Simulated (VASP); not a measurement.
MoI:

```xyz
2
Lattice="0.0000 3.1789 3.1789 3.1789 0.0000 3.1789 3.1789 3.1789 0.0000" Properties=species:S:1:pos:R:3 pbc="T T T"
Mo    0.0000    0.0000    0.0000
I     4.7683    4.7683    4.7683
```

The cell was built by a generator and needn't be a form met in nature.

| Item | Value |
| --- | --- |
| Program | VASP 6.6.1 |
| Task | relaxation of cell and atoms |
| Functional | PBE |
| Potentials or basis | VASP PAW PBE potentials, release 64 (Mo_sv, I) |
| Cutoff | 600 eV |
| k mesh | 7 × 7 × 7 |
| Occupations | fermi-dirac, width 0.05 eV |
| Spin | no spin polarisation |
| Hubbard terms | Mo d U = 6 eV |

At the start: pressure 1.1 GPa; volume 32.12 Å³/atom.

Task: How do energy, volume and symmetry change on relaxing?

Result: Over 3 steps the energy falls by 2.3 meV/atom and the volume is 32.84 Å³/atom (+2.2 %); space group F-43m (No. 216, to 0.05 Å).

Step by step:
```tsv
step	energy change (eV)	largest force (eV/Å)	pressure (GPa)	volume (Å³)
1	0.0000	0.0000	1.06	64.25
2	-0.0039	0.0000	-0.39	66.25
3	-0.0046	0.0000	0.00	65.67
```

Final structure:
```cif
data_structure
_symmetry_space_group_name_H-M 'P 1'
_symmetry_Int_Tables_number 1
_cell_length_a 4.5286
_cell_length_b 4.5286
_cell_length_c 4.5286
_cell_angle_alpha 60.000
_cell_angle_beta 60.000
_cell_angle_gamma 60.000
_cell_volume 65.67
loop_
_atom_site_label
_atom_site_type_symbol
_atom_site_fract_x
_atom_site_fract_y
_atom_site_fract_z
_atom_site_occupancy
Mo1 Mo 0.00000 0.00000 0.00000 1
I1 I 0.75000 0.75000 0.75000 1
```

Caveat: an odd number of electrons without spin polarisation forces a metal; a magnetic or distorted state may lie lower; U without spin polarisation on a metal has little footing.
